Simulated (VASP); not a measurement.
Consider the following.

```
AgBr
1.0
    0.00000     2.89881     2.89881
    2.89881     0.00000     2.89881
    2.89881     2.89881     0.00000
Ag Br
1 1
Cartesian
  5.79763   2.89881   2.89881
  2.89881   2.89881   2.89881
```

The numbers are results of optB88-vdW, VASP's PBE PAW potentials (set 64) (plane waves; VASP), not measurements. Settings: 520 eV cut-off, Gaussian smearing of 0.050 eV, potentials Ag Br.

Question: Give the energies of bands 2 to 11 at the high-symmetry points, in eV from the valence-band maximum.

Answer: 
| band | Γ | X | U | L | W |
|---|---|---|---|---|---|
| 2 | -2.71 | -4.01 | -3.98 | -4.99 | -4.00 |
| 3 | -2.71 | -2.95 | -3.88 | -3.98 | -3.71 |
| 4 | -2.71 | -2.64 | -3.60 | -3.98 | -3.71 |
| 5 | -2.70 | -2.64 | -2.56 | -2.42 | -2.33 |
| 6 | -2.70 | -2.55 | -2.38 | -2.42 | -2.32 |
| 7 | -1.79 | -2.33 | -2.15 | -2.09 | -2.21 |
| 8 | -1.79 | -2.33 | -1.96 | 0.00 | -2.21 |
| 9 | -1.79 | -2.24 | -1.14 | 0.00 | -1.46 |
| 10 | 0.65 | 1.61 | 2.94 | 3.87 | 3.68 |
| 11 | 10.01 | 7.22 | 6.89 | 6.32 | 7.14 |

The gap is indirect, 0.64 eV, from the valence maximum at L to the conduction minimum at Γ.

The compound is AgBr in the rock salt structure. It was relaxed first.
